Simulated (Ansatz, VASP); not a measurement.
# CsCaH3: VASP beside Ansatz

```
CELL_PARAMETERS angstrom
4.55187 0.00000 0.00000
0.00000 4.62119 0.00000
0.00000 0.00000 4.62119
ATOMIC_POSITIONS crystal
Cs 0.00000 0.00000 0.00000
Ca 0.50000 0.50000 0.50000
H 0.50000 0.00000 0.50000
H 0.00000 0.50000 0.50000
H 0.50000 0.50000 0.00000
```

Change from the starting cell: strain -0.0150 x Voigt [1, 0, 0, 0, 0, 0], atoms carried along.

Alike in both runs: task single point; functional LDA; k mesh 6 × 6 × 6; occupations gaussian, width 0.05 eV; no spin polarisation.

|  | VASP | Ansatz |
| --- | --- | --- |
| version | VASP 6.6.1 | Ansatz 0.2.0 |
| potentials or method | VASP PAW LDA potentials, release 64 (Cs_sv, Ca_sv, H) | scalar-relativistic, plane waves, PAW |
| plane-wave cutoff (eV) | 520 | 420 |
| valence electrons in the cell | 22 | 22 |

VASP gave:

| Quantity | Value |
| --- | --- |
| gap on the k mesh at the Fermi level (eV) | 2.76 |
| least direct gap on the mesh (eV) | 2.76 |
| pressure (GPa) | -2.0 |
| largest component of the traceless stress (GPa) | 0.39 |

Q: Estimate Ansatz's values.

A: gap on the k mesh at the Fermi level (eV): 2.77; least direct gap on the mesh (eV): 2.77; pressure (GPa): -2.1; largest component of the traceless stress (GPa): 0.39.

Caveats: spin-orbit coupling is left out, which moves the levels of the heavy elements. A k mesh can miss the band edges.
